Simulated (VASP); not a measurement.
Output of a VASP run:

File OSZICAR:
```
...
DAV:   8    -0.653678942750E+02   -0.12636E+01   -0.47855E-01  3440   0.793E+00    0.349E+00
DAV:   9    -0.652789842721E+02    0.88910E-01   -0.29105E-02  2902   0.238E+00    0.125E+00
DAV:  10    -0.651874122609E+02    0.91572E-01   -0.13822E-02  2715   0.144E+00    0.148E+00
DAV:  11    -0.651908904299E+02   -0.34782E-02   -0.76617E-04  3214   0.432E-01    0.132E+00
DAV:  12    -0.652039412037E+02   -0.13051E-01   -0.38249E-02  2386   0.235E+00    0.731E-01
DAV:  13    -0.652088509436E+02   -0.49097E-02   -0.20493E-03  3297   0.806E-01    0.542E-01
DAV:  14    -0.652088855866E+02   -0.34643E-04   -0.28679E-05  2804   0.672E-02    0.533E-01
DAV:  15    -0.652067085561E+02    0.21770E-02   -0.17644E-04  3089   0.169E-01    0.467E-01
DAV:  16    -0.652130424333E+02   -0.63339E-02   -0.34350E-03  3249   0.702E-01    0.391E-01
DAV:  17    -0.652148104205E+02   -0.17680E-02   -0.12847E-03  2882   0.493E-01    0.190E-01
DAV:  18    -0.652148866005E+02   -0.76180E-04   -0.19537E-04  2339   0.146E-01    0.155E-01
DAV:  19    -0.652148775400E+02    0.90605E-05   -0.62547E-05  2903   0.799E-02    0.400E-02
DAV:  20    -0.652148871045E+02   -0.95645E-05   -0.23547E-05  2584   0.558E-02    0.431E-02
DAV:  21    -0.652148918138E+02   -0.47093E-05   -0.54355E-06  2661   0.247E-02    0.382E-02
DAV:  22    -0.652149045190E+02   -0.12705E-04   -0.75336E-06  2321   0.377E-02    0.212E-02
DAV:  23    -0.652149048376E+02   -0.31860E-06   -0.22090E-06  2445   0.156E-02    0.830E-03
DAV:  24    -0.652149035244E+02    0.13132E-05   -0.25775E-07  2411   0.469E-03    0.692E-03
DAV:  25    -0.652149039237E+02   -0.39927E-06   -0.26154E-08  1448   0.238E-03    0.691E-03
DAV:  26    -0.652149038634E+02    0.60270E-07   -0.12219E-08  1348   0.305E-03
   1 F= -.65214904E+02 E0= -.65213598E+02  d E =-.652149E+02
       N       E                     dE             d eps       ncg     rms          rms(c)
DAV:   1    -0.652154416749E+02   -0.53775E-03   -0.23826E-02  2860   0.142E+00    0.960E-02
DAV:   2    -0.652151771950E+02    0.26448E-03   -0.84319E-04  3151   0.348E-01    0.788E-02
DAV:   3    -0.652151558145E+02    0.21381E-04   -0.65561E-05  3302   0.104E-01    0.412E-02
DAV:   4    -0.652151397831E+02    0.16031E-04   -0.52460E-05  3336   0.665E-02    0.200E-02
DAV:   5    -0.652151414416E+02   -0.16585E-05   -0.12388E-05  2673   0.346E-02    0.115E-02
DAV:   6    -0.652151419760E+02   -0.53439E-06   -0.11330E-06  3500   0.127E-02    0.152E-03
DAV:   7    -0.652151420594E+02   -0.83398E-07   -0.27289E-07  2263   0.500E-03
   2 F= -.65215142E+02 E0= -.65213881E+02  d E =-.238196E-03
       N       E                     dE             d eps       ncg     rms          rms(c)
DAV:   1    -0.652156776706E+02   -0.53569E-03   -0.34276E-02  2850   0.170E+00    0.115E-01
DAV:   2    -0.652152936420E+02    0.38403E-03   -0.12142E-03  3131   0.418E-01    0.962E-02
DAV:   3    -0.652152633799E+02    0.30262E-04   -0.94873E-05  3302   0.125E-01    0.507E-02
DAV:   4    -0.652152387552E+02    0.24625E-04   -0.75857E-05  3318   0.801E-02    0.239E-02
DAV:   5    -0.652152420814E+02   -0.33263E-05   -0.17877E-05  2647   0.415E-02    0.142E-02
DAV:   6    -0.652152426763E+02   -0.59483E-06   -0.16600E-06  3487   0.150E-02    0.185E-03
DAV:   7    -0.652152428234E+02   -0.14717E-06   -0.39187E-07  2672   0.576E-03    0.225E-03
DAV:   8    -0.652152429610E+02   -0.13756E-06   -0.47967E-08  1216   0.341E-03    0.105E-03
DAV:   9    -0.652152429732E+02   -0.12226E-07   -0.14193E-08  1168   0.330E-03
   3 F= -.65215243E+02 E0= -.65214073E+02  d E =-.339110E-03
```

File OUTCAR:
```
------------------------ aborting loop because EDIFF is reached ----------------------------------------
  FORCE on cell =-STRESS in cart. coord.  units (eV):
  Direction    XX          YY          ZZ          XY          YZ          ZX
  --------------------------------------------------------------------------------------
  Total        1.2478586      1.2478587      1.2474690      0.0000000     -0.0000000      0.0000000
  in kB       34.3789577     34.3789591     34.3682238      0.0000000     -0.0000000      0.0000000
  external PRESSURE =      34.3753802 kB  Pullay stress =       0.0000000 kB
  volume of cell :       58.15
      direct lattice vectors                 reciprocal lattice vectors
     1.756950127 -3.043126947  0.000000000     0.284584060 -0.164304680  0.000000000
     1.756950127  3.043126947  0.000000000     0.284584060  0.164304680  0.000000000
     0.000000000  0.000000000  5.438432692     0.000000000  0.000000000  0.183876506
 POSITION                                       TOTAL-FORCE (eV/Angst)
 -----------------------------------------------------------------------------------
      1.75695      1.01438      1.35961        -0.000000      0.000000      0.000000
      1.75695     -1.01438      4.07882         0.000000      0.000000      0.000000
 -----------------------------------------------------------------------------------
    total drift:                                0.000000      0.000087     -0.000010
  FREE ENERGIE OF THE ION-ELECTRON SYSTEM (eV)
  ---------------------------------------------------
  free  energy   TOTEN  =       -65.2152429732 eV

  energy  without entropy=      -65.2117328268  energy(sigma->0) =      -65.21407292

 reached required accuracy - stopping structural energy minimisation
```
(Selected blocks of OUTCAR.)

**POSCAR**
```
Ho
1
    1.7612487426    -3.0505723609     0.0000000000
    1.7612487426     3.0505723609     0.0000000000
    0.0000000000     0.0000000000     5.4119183324
Ho
2
Direct
  0.3333330000   0.6666670000   0.2500000000
  0.6666670000   0.3333330000   0.7500000000
```

Question: Reconstruct the remaining input files.

Answer: Several could match; the one computed here: the input of the run itself, r2SCAN+rVV10, plane waves, VASP's PBE PAW potentials (set 64).

**INCAR**
```
SYSTEM = Ho
LMIXTAU = .TRUE.
NELM = 100   # most electronic steps
EDIFF = 1E-7
ENCUT = 520
LCHARG = .FALSE.
ISIF = 4   # ions and shape, fixed volume
IBRION = 2   # conjugate gradients
METAGGA = R2SCAN
ALGO = Normal   # blocked Davidson
LMAXMIX = 6   # l cut-off of mixed one-centre charges
LWAVE = .FALSE.
NSW = 30   # most ionic steps
ISMEAR = 1
EDIFFG = -0.01   # ionic stop
PREC = Accurate
LASPH = .TRUE.
LREAL = .FALSE.   # projection in real space or not
SIGMA = 0.1
BPARAM = 11.95
CPARAM = 0.0093
LUSE_VDW = .TRUE.
```

**KPOINTS**
```
Automatic mesh
0
Gamma
12 12 7
0 0 0
```

POTCAR, in this order: Ho_3 (PBE.64 set). Program: vasp_std.

The 4f electrons are frozen in the core of the lanthanide potential, so 4f levels, which can set the real gap, and their magnetism are missing.

The compound is Ho in the hcp structure. This cell is one point of a volume scan, at 0.94 of the reference volume. Symmetry was kept, so distortions that lower it aren't found.
